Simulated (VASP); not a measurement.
# How SCF threshold and smearing change a VASP run on ZrSi2, part 3 of 3

How sensitive are energy, pressure and forces of ZrSi2 to the SCF threshold and smearing? The series runs use LDA. The start is a cell from a database of measured crystal structures.

VASP 6.6.1; LDA; plane waves and PAW (Zr_sv, Si).

So far. Step 14 (Smearing: ISMEAR = 2, SIGMA = 0.01): Against the first of the series the energy at zero width moves by +0.01 meV an atom and the pressure by -0.01 GPa, after 13 cycles in 20 s. The entropy term T·S comes to 0.00 meV an atom in size.

The database entry behind the starting cell differs from later determinations by our own check (a about 0.3 % long), so it need not match the best structure at ambient conditions.

**15. Smearing: ISMEAR = 2, SIGMA = 0.05**

Contents of INCAR:

```
SYSTEM = ZrSi2
PREC = Accurate
ENCUT = 400
EDIFF = 1E-06
NELM = 100
ISMEAR = 2
SIGMA = 0.05
LREAL = .FALSE.
ALGO = Normal
GGA = CA
NBANDS = 26
LASPH = .TRUE.
LORBIT = 11
LWAVE = .FALSE.
LCHARG = .FALSE.
KPAR = 4
ISIF = 2
```

Contents of POSCAR:

```
ZrSi2
1.0
    0.0000000000      0.0000000000     -3.6720000000
   -3.7060000000      0.0000000000      0.0000000000
   -1.8530000000      7.3675000000      0.0000000000
Zr Si
2 4
Direct
    0.7500000000      0.8946000000      0.2108000000
    0.2500000000      0.1054000000      0.7892000000
    0.7500000000      0.5522000000      0.8956000000
    0.2500000000      0.4478000000      0.1044000000
    0.7500000000      0.2496000000      0.5008000000
    0.2500000000      0.7504000000      0.4992000000
```

Contents of KPOINTS:

```
Automatic mesh
0
Gamma
7 7 7
0 0 0
```

Potentials, in the order of the species: Zr_sv and Si (PBE family, release 64).

On the command line:

```bash
> mpirun -np 4 vasp_std
```

Output:

```text
[... set-up lines as in an earlier step ...]
 entering main loop
       N       E                     dE             d eps       ncg     rms          rms(c)
DAV:   1     0.221692968663E+03    0.22169E+03   -0.17122E+04  3328   0.118E+03
DAV:   2    -0.294501671294E+02   -0.25114E+03   -0.24692E+03  3954   0.317E+02
DAV:   3    -0.478421580165E+02   -0.18392E+02   -0.18241E+02  6182   0.640E+01
DAV:   4    -0.485556440014E+02   -0.71349E+00   -0.71240E+00  4270   0.131E+01
[...]
DAV:  10    -0.468371615692E+02    0.74372E-04   -0.71615E-04  4320   0.158E-01    0.735E-02
DAV:  11    -0.468371605879E+02    0.98132E-06   -0.11923E-04  4338   0.838E-02    0.150E-02
DAV:  12    -0.468371598592E+02    0.72872E-06   -0.84425E-06  4950   0.183E-02
   1 F= -.46837160E+02 E0= -.46837151E+02  d E =-.358754E-04
```

Run time: 19 s. Hardware: 4 MPI ranks of AMD EPYC 7R43, shared host; peak memory 0.74 GiB.

From OUTCAR (step 15):

```text
  Total       -3.3845840     -2.4672951     -2.7426962      0.0000000      0.0000000      0.0000000
  in kB      -54.0863464    -39.4278822    -43.8288487      0.0000000      0.0000000      0.0000000
  external PRESSURE =     -45.7810257 kB  Pullay stress =       0.0000000 kB

 POSITION                                       TOTAL-FORCE (eV/Angst)
 -----------------------------------------------------------------------------------
     -3.70600      1.55307     -2.75400         0.000000      0.005631      0.000000
     -1.85300      5.81443     -0.91800         0.000000     -0.005631     -0.000000
     -3.70600      6.59833     -2.75400         0.000000     -0.154460      0.000000
     -1.85300      0.76917     -0.91800         0.000000      0.154460     -0.000000
     -1.85300      3.68964     -2.75400        -0.000000     -0.081895      0.000000
     -3.70600      3.67786     -0.91800         0.000000      0.081895      0.000000
 -----------------------------------------------------------------------------------
    total drift:                               -0.000000     -0.000000     -0.000000

  FREE ENERGIE OF THE ION-ELECTRON SYSTEM (eV)
  ---------------------------------------------------
  free  energy   TOTEN  =       -46.8371598592 eV

  energy  without entropy=      -46.8371239838  energy(sigma->0) =      -46.83715089

[... 2 parts as in an earlier step ...]

[... 1 further part left out ...]
[key lines of the parts left out:]
E-fermi :   9.7677
```

Against the run before the energy at zero width moves by -0.01 meV an atom and the pressure by +0.01 GPa, after 12 cycles in 19 s. The entropy term T·S comes to 0.01 meV an atom in size.

**16. Smearing: ISMEAR = 2, SIGMA = 0.1**

Changes to INCAR since step 15:

```diff
@@ -6,3 +6,3 @@
 ISMEAR = 2
-SIGMA = 0.05
+SIGMA = 0.1
 LREAL = .FALSE.
```

POSCAR is that of step 15.

KPOINTS is that of step 15.

On the command line:

```bash
> mpirun -np 4 vasp_std
```

Output:

```text
[... set-up lines as in an earlier step ...]
 entering main loop
       N       E                     dE             d eps       ncg     rms          rms(c)
DAV:   1     0.221693195593E+03    0.22169E+03   -0.17122E+04  3328   0.118E+03
DAV:   2    -0.294501985205E+02   -0.25114E+03   -0.24692E+03  3954   0.317E+02
DAV:   3    -0.478422464065E+02   -0.18392E+02   -0.18242E+02  6182   0.640E+01
DAV:   4    -0.485556416766E+02   -0.71340E+00   -0.71242E+00  4270   0.131E+01
[...]
DAV:  10    -0.468369984418E+02    0.75588E-04   -0.71618E-04  4324   0.158E-01    0.749E-02
DAV:  11    -0.468369977362E+02    0.70556E-06   -0.12292E-04  4362   0.852E-02    0.151E-02
DAV:  12    -0.468369969585E+02    0.77775E-06   -0.87291E-06  4958   0.185E-02
   1 F= -.46836997E+02 E0= -.46837112E+02  d E =0.459987E-03
```

The job ended after 19 s (4 MPI ranks; peak memory 0.73 GiB; 70 s of CPU time).

From OUTCAR (step 16):

```text
  Total       -3.4350711     -2.4138300     -2.7596965      0.0000000      0.0000000      0.0000000
  in kB      -54.8931403    -38.5734979    -44.1005156      0.0000000      0.0000000      0.0000000
  external PRESSURE =     -45.8557179 kB  Pullay stress =       0.0000000 kB

 POSITION                                       TOTAL-FORCE (eV/Angst)
 -----------------------------------------------------------------------------------
     -3.70600      1.55307     -2.75400         0.000000      0.015248     -0.000000
     -1.85300      5.81443     -0.91800        -0.000000     -0.015248      0.000000
     -3.70600      6.59833     -2.75400         0.000000     -0.156630     -0.000000
     -1.85300      0.76917     -0.91800        -0.000000      0.156630     -0.000000
     -1.85300      3.68964     -2.75400        -0.000000     -0.079738     -0.000000
     -3.70600      3.67786     -0.91800         0.000000      0.079738     -0.000000
 -----------------------------------------------------------------------------------
    total drift:                               -0.000000     -0.000000     -0.000000

  FREE ENERGIE OF THE ION-ELECTRON SYSTEM (eV)
  ---------------------------------------------------
  free  energy   TOTEN  =       -46.8369969585 eV

  energy  without entropy=      -46.8374569450  energy(sigma->0) =      -46.83711196

[... 2 parts as in an earlier step ...]

[... 1 further part left out ...]
[key lines of the parts left out:]
E-fermi :   9.7618
```

Against the run before the energy at zero width moves by +0.01 meV an atom and the pressure by -0.01 GPa, after 12 cycles in 19 s. The entropy term T·S comes to 0.08 meV an atom in size.

**17. Smearing: ISMEAR = 2, SIGMA = 0.2**

Changes to INCAR since step 16:

```diff
@@ -6,3 +6,3 @@
 ISMEAR = 2
-SIGMA = 0.1
+SIGMA = 0.2
 LREAL = .FALSE.
```

POSCAR is that of step 16.

KPOINTS is that of step 16.

On the command line:

```bash
> mpirun -np 4 vasp_std
```

Output:

```text
[... set-up lines as in an earlier step ...]
 entering main loop
       N       E                     dE             d eps       ncg     rms          rms(c)
DAV:   1     0.221694309782E+03    0.22169E+03   -0.17122E+04  3328   0.118E+03
DAV:   2    -0.294506299023E+02   -0.25114E+03   -0.24690E+03  3954   0.317E+02
DAV:   3    -0.478428699661E+02   -0.18392E+02   -0.18242E+02  6182   0.640E+01
DAV:   4    -0.485561826466E+02   -0.71331E+00   -0.71202E+00  4270   0.131E+01
[...]
DAV:  10    -0.468363922885E+02    0.73559E-04   -0.70306E-04  4350   0.155E-01    0.742E-02
DAV:  11    -0.468363914452E+02    0.84331E-06   -0.12188E-04  4330   0.845E-02    0.150E-02
DAV:  12    -0.468363906578E+02    0.78740E-06   -0.82989E-06  4940   0.184E-02
   1 F= -.46836391E+02 E0= -.46837059E+02  d E =0.267434E-02
```

Elapsed: 19 s, on 4 MPI ranks; peak memory 0.71 GiB.

OUTCAR, selected parts (step 17):

```text
  Total       -3.4194851     -2.4160007     -2.7657380      0.0000000      0.0000000      0.0000000
  in kB      -54.6440734    -38.6081871    -44.1970604      0.0000000      0.0000000      0.0000000
  external PRESSURE =     -45.8164403 kB  Pullay stress =       0.0000000 kB

 POSITION                                       TOTAL-FORCE (eV/Angst)
 -----------------------------------------------------------------------------------
     -3.70600      1.55307     -2.75400         0.000000      0.006775     -0.000000
     -1.85300      5.81443     -0.91800        -0.000000     -0.006775      0.000000
     -3.70600      6.59833     -2.75400         0.000000     -0.161119      0.000000
     -1.85300      0.76917     -0.91800        -0.000000      0.161119      0.000000
     -1.85300      3.68964     -2.75400         0.000000     -0.071756      0.000000
     -3.70600      3.67786     -0.91800         0.000000      0.071756      0.000000
 -----------------------------------------------------------------------------------
    total drift:                               -0.000000     -0.000000     -0.000000

  FREE ENERGIE OF THE ION-ELECTRON SYSTEM (eV)
  ---------------------------------------------------
  free  energy   TOTEN  =       -46.8363906578 eV

  energy  without entropy=      -46.8390649939  energy(sigma->0) =      -46.83705924

[... 2 parts as in an earlier step ...]

[... 1 further part left out ...]
[key lines of the parts left out:]
E-fermi :   9.7862
```

Against the run before the energy at zero width moves by +0.01 meV an atom while the pressure stays within 0.01 GPa, after 12 cycles in 19 s. The entropy term T·S comes to 0.45 meV an atom in size.

**18. Smearing: ISMEAR = 2, SIGMA = 0.5**

Changes to INCAR since step 17:

```diff
@@ -6,3 +6,3 @@
 ISMEAR = 2
-SIGMA = 0.2
+SIGMA = 0.5
 LREAL = .FALSE.
```

POSCAR is that of step 17.

KPOINTS is that of step 17.

On the command line:

```bash
> mpirun -np 4 vasp_std
```

Output:

```text
[... set-up lines as in an earlier step ...]
 entering main loop
       N       E                     dE             d eps       ncg     rms          rms(c)
DAV:   1     0.221699311471E+03    0.22170E+03   -0.17122E+04  3328   0.118E+03
DAV:   2    -0.294507936200E+02   -0.25115E+03   -0.24688E+03  3954   0.317E+02
DAV:   3    -0.478398061123E+02   -0.18389E+02   -0.18233E+02  6182   0.640E+01
DAV:   4    -0.485541974159E+02   -0.71439E+00   -0.71273E+00  4270   0.131E+01
[...]
DAV:  11    -0.468294001116E+02    0.17616E-06   -0.11319E-04  4450   0.805E-02    0.154E-02
DAV:  12    -0.468293990841E+02    0.10275E-05   -0.65917E-06  4440   0.180E-02    0.530E-03
DAV:  13    -0.468293989682E+02    0.11597E-06   -0.90767E-07  2592   0.635E-03
   1 F= -.46829399E+02 E0= -.46832360E+02  d E =0.118439E-01
```

It took 20 s on 4 MPI ranks; peak memory 0.73 GiB.

From OUTCAR (step 18):

```text
  Total       -3.3743910     -2.4982015     -2.7961535      0.0000000     -0.0000000      0.0000000
  in kB      -53.9234605    -39.9217723    -44.6831064      0.0000000     -0.0000000      0.0000000
  external PRESSURE =     -46.1761131 kB  Pullay stress =       0.0000000 kB

 POSITION                                       TOTAL-FORCE (eV/Angst)
 -----------------------------------------------------------------------------------
     -3.70600      1.55307     -2.75400        -0.000000     -0.024790     -0.000000
     -1.85300      5.81443     -0.91800         0.000000      0.024790      0.000000
     -3.70600      6.59833     -2.75400         0.000000     -0.169648      0.000000
     -1.85300      0.76917     -0.91800         0.000000      0.169648      0.000000
     -1.85300      3.68964     -2.75400         0.000000     -0.074178      0.000000
     -3.70600      3.67786     -0.91800        -0.000000      0.074178      0.000000
 -----------------------------------------------------------------------------------
    total drift:                               -0.000000     -0.000000     -0.000000

  FREE ENERGIE OF THE ION-ELECTRON SYSTEM (eV)
  ---------------------------------------------------
  free  energy   TOTEN  =       -46.8293989682 eV

  energy  without entropy=      -46.8412428307  energy(sigma->0) =      -46.83235993

[... 2 parts as in an earlier step ...]

[... 1 further part left out ...]
[key lines of the parts left out:]
E-fermi :   9.8150
```

Against the run before the energy at zero width moves by +0.78 meV an atom and the pressure by -0.04 GPa, after 13 cycles in 20 s. The entropy term T·S comes to 1.97 meV an atom in size.

**19. Smearing: ISMEAR = -5**

Changes to INCAR since step 18:

```diff
@@ -5,4 +5,4 @@
 NELM = 100
-ISMEAR = 2
-SIGMA = 0.5
+ISMEAR = -5
+SIGMA = 0.05
 LREAL = .FALSE.
```

POSCAR is that of step 18.

KPOINTS is that of step 18.

On the command line:

```bash
> mpirun -np 4 vasp_std
```

Output:

```text
[... set-up lines as in an earlier step ...]
 entering main loop
       N       E                     dE             d eps       ncg     rms          rms(c)
DAV:   1     0.221705348745E+03    0.22171E+03   -0.17122E+04  3328   0.118E+03
DAV:   2    -0.294536453210E+02   -0.25116E+03   -0.24726E+03  3954   0.317E+02
DAV:   3    -0.478420693282E+02   -0.18388E+02   -0.18271E+02  6182   0.640E+01
DAV:   4    -0.485560723460E+02   -0.71400E+00   -0.71365E+00  4270   0.131E+01
[...]
DAV:  12    -0.468334131125E+02   -0.19321E-05   -0.64723E-06  4460   0.190E-02    0.550E-03
DAV:  13    -0.468334147991E+02   -0.16866E-05   -0.77931E-07  2544   0.609E-03    0.118E-03
DAV:  14    -0.468334142083E+02    0.59080E-06   -0.14288E-07  2268   0.306E-03
   1 F= -.46833414E+02 E0= -.46833414E+02  d E =0.000000E+00
 -----------------------------------------------------------------------------
|                                                                             |
|           W    W    AA    RRRRR   N    N  II  N    N   GGGG   !!!           |
|           W    W   A  A   R    R  NN   N  II  NN   N  G    G  !!!           |
|           W    W  A    A  R    R  N N  N  II  N N  N  G       !!!           |
|           W WW W  AAAAAA  RRRRR   N  N N  II  N  N N  G  GGG   !            |
|           WW  WW  A    A  R   R   N   NN  II  N   NN  G    G                |
|           W    W  A    A  R    R  N    N  II  N    N   GGGG   !!!           |
|                                                                             |
|     Tetrahedron method does not include variations of the Fermi             |
|     occupations, so forces and stress will be inaccurate. We suggest        |
|     using a different smearing scheme ISMEAR = 1 or 2 for metals in         |
|     relaxations.                                                            |
|                                                                             |
 -----------------------------------------------------------------------------
```

Wall time 20 s (4 MPI ranks); peak memory 0.75 GiB.

From OUTCAR (step 19):

```text
  Total       -3.2903391     -2.5030961     -2.6912011      0.0000000      0.0000000      0.0000000
  in kB      -52.5802938    -39.9999897    -43.0059450      0.0000000      0.0000000      0.0000000
  external PRESSURE =     -45.1954095 kB  Pullay stress =       0.0000000 kB

 POSITION                                       TOTAL-FORCE (eV/Angst)
 -----------------------------------------------------------------------------------
     -3.70600      1.55307     -2.75400        -0.000000     -0.084951     -0.000000
     -1.85300      5.81443     -0.91800         0.000000      0.084951      0.000000
     -3.70600      6.59833     -2.75400         0.000000     -0.180069      0.000000
     -1.85300      0.76917     -0.91800        -0.000000      0.180069      0.000000
     -1.85300      3.68964     -2.75400         0.000000     -0.067364      0.000000
     -3.70600      3.67786     -0.91800         0.000000      0.067364     -0.000000
 -----------------------------------------------------------------------------------
    total drift:                               -0.000000     -0.000000     -0.000000

  FREE ENERGIE OF THE ION-ELECTRON SYSTEM (eV)
  ---------------------------------------------------
  free  energy   TOTEN  =       -46.8334142083 eV

  energy  without entropy=      -46.8334142083  energy(sigma->0) =      -46.83341421

[... 2 parts as in an earlier step ...]

[... 1 further part left out ...]
[key lines of the parts left out:]
E-fermi :   9.8560
```

With tetrahedra the forces and stress of a metal are not exact derivatives of the energy.

Against the first of the series the energy at zero width moves by +0.62 meV an atom and the pressure by +0.06 GPa, after 14 cycles in 20 s.

**20. The smearing series as a table**

This step: convergence of LDA results with the smearing; plane waves and PAW (VASP 6.6.1).

This step runs nothing: it gathers the runs above.

One cell and one 7×7×7 mesh. Free energy against width, by row:

```tsv
Fermi-Dirac width σ (eV)	free energy less that at the narrowest width (meV/atom)
0.01	0
0.05	-0.64
0.1	-3.31
0.2	-16.25
0.5	-131.4
```

Differences are taken from the run with ISMEAR = -1, SIGMA = 0.01. Results of the series, by row:

```tsv
setting	status	energy less the reference (meV/atom)	pressure (GPa)	largest force difference (meV/Å)	SCF cycles	wall time (s)
ISMEAR = -1, SIGMA = 0.01	converged	0	-4.579	0	12	17.4
ISMEAR = -1, SIGMA = 0.05	converged	0.09174	-4.577	9.34	12	18
ISMEAR = -1, SIGMA = 0.1	converged	0.5759	-4.553	27.22	12	18
ISMEAR = -1, SIGMA = 0.2	converged	1.913	-4.374	50.26	13	19.4
ISMEAR = -1, SIGMA = 0.5	converged	24.5	-2.769	72.08	21	27
ISMEAR = 2, SIGMA = 0.01	converged	0.006648	-4.588	6.051	13	20
ISMEAR = 2, SIGMA = 0.05	converged	-0.003008	-4.578	1.722	12	18.6
ISMEAR = 2, SIGMA = 0.1	converged	0.00348	-4.586	10.35	12	18.8
ISMEAR = 2, SIGMA = 0.2	converged	0.01227	-4.582	8.92	12	18.8
ISMEAR = 2, SIGMA = 0.5	converged	0.7955	-4.618	29.68	13	19.6
ISMEAR = -5	converged	0.6198	-4.52	89.84	14	19.8
```

**21. Outcome**

| Property | Result |
| --- | --- |
| SCF threshold from which the energy stays within 10 meV/atom of the reference | EDIFF = 0.01 |
| SCF threshold from which the energy stays within 1 meV/atom of the reference | EDIFF = 0.01 |
| SCF threshold from which the pressure stays within 0.2 GPa of the reference | EDIFF = 0.01 |
| spread of the pressure over the SCF threshold | 0.0698 GPa |
| spread of the energy over the SCF threshold | 0.0205 meV/atom |
| spread of the pressure over the smearing | 1.85 GPa |
| spread of the energy over the smearing | 24.5 meV/atom |

From EDIFF = 0.01 on, the energy stays within 1 meV an atom of the reference, at 61 % of its time. The pressure holds within 0.2 GPa from EDIFF = 0.01 on. The loosest stop saves 6 of 15 cycles and costs +0.0 meV an atom, -0.01 GPa, 30.2 meV/Å in forces. The usual rule keeps the entropy term T·S under 1 meV an atom, which holds up to a width of 0.01 eV for Fermi-Dirac and 0.2 eV for second-order Methfessel-Paxton. That rule is made for Methfessel-Paxton; with the other schemes the zero-width estimate is the energy to use. Farthest in energy from the narrowest smearing lies ISMEAR = -1, SIGMA = 0.5 (+24.5 meV an atom, +1.81 GPa, 72.1 meV/Å in forces). On a fixed mesh a narrow width is not the exact answer for a metal: it samples the Fermi surface more noisily.

[Lines on the potential files, build, host, timing and source positions are cut from VASP's logs without a mark.]

[Logs are printed without paths, hosts, clocks, repeated set-up lines and the standing remarks that a program may print on its own settings, such as how far it seeks lower states.]

[Hosts, paths, dates, database ids (printed as entryN), source tags and the programs' standing remarks are cut or masked in the printed files.]

[A measured line is paired with the nearest computed mode of its activity, which favours agreement.]
